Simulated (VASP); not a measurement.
All values below come from PBE GGA, VASP's PBE PAW potentials (set 64) (plane waves; VASP).

Input for VASP

POSCAR:
```
Ti
1
    1.5174530000    -2.6045350000     0.0000000000
    1.5174530000     2.6045350000     0.0000000000
    0.0000000000     0.0000000000     4.5527490000
Ti
2
Direct
  0.3333330000   0.6666670000   0.2500000000
  0.6736160000   0.3402820000   0.7500000000
```

INCAR:
```
! general
SYSTEM  = Ti
PREC    = Accurate
ENCUT   = 400
LREAL   = .False.
LASPH   = .True.

! electronic loop
EDIFF   = 1E-6
NELM    = 100   ! most electronic steps
ALGO    = Normal
LMAXMIX = 4   ! l cut-off of mixed one-centre charges

! smearing
ISMEAR  = 0
SIGMA   = 0.5

! functional
GGA     = PE   ! PBE

! ions
ISIF    = 2   ! forces and stress, cell fixed

! output
LWAVE   = .False.
LCHARG  = .False.
```

File KPOINTS:
```
Regular mesh
0
Gamma
 12 12 7
0 0 0
```

POTCAR, in this order: Ti_sv (PBE.64 set). Program: vasp_std.

Problem. Estimate the energy per atom (σ→0), pressure, band gap (on the k-mesh).

Solution. 
- energy per atom (σ→0) = -7.802 eV/atom
- band gap (on the k-mesh) = none (metal, semimetal or under 0.01 eV)
- pressure = -3.49 GPa

OSZICAR:
```
...
DAV:   8    -0.157866354328E+02   -0.21234E-01   -0.20081E-01 11320   0.604E+00    0.700E-01
DAV:   9    -0.157772458518E+02    0.93896E-02   -0.52988E-02 11592   0.261E+00    0.438E-02
DAV:  10    -0.157773867407E+02   -0.14089E-03   -0.17413E-03 15184   0.330E-01    0.738E-02
DAV:  11    -0.157774327575E+02   -0.46017E-04   -0.16303E-04 10904   0.110E-01    0.153E-02
DAV:  12    -0.157774270145E+02    0.57430E-05   -0.25426E-05 12096   0.354E-02    0.720E-03
DAV:  13    -0.157774280714E+02   -0.10569E-05   -0.16714E-06  8176   0.105E-02    0.215E-03
DAV:  14    -0.157774276321E+02    0.43929E-06   -0.47740E-07  6216   0.812E-03
   1 F= -.15777428E+02 E0= -.15603726E+02  d E =-.347403E+00
```

The compound is Ti in the hcp structure. The cell was not relaxed at this level, atoms are displaced from their ideal sites. The run is one of a series of settings (ISMEAR = 0, SIGMA = 0.5 against the base run), some of them coarse on purpose. VASP warned that the highest band is occupied, so more bands are needed.
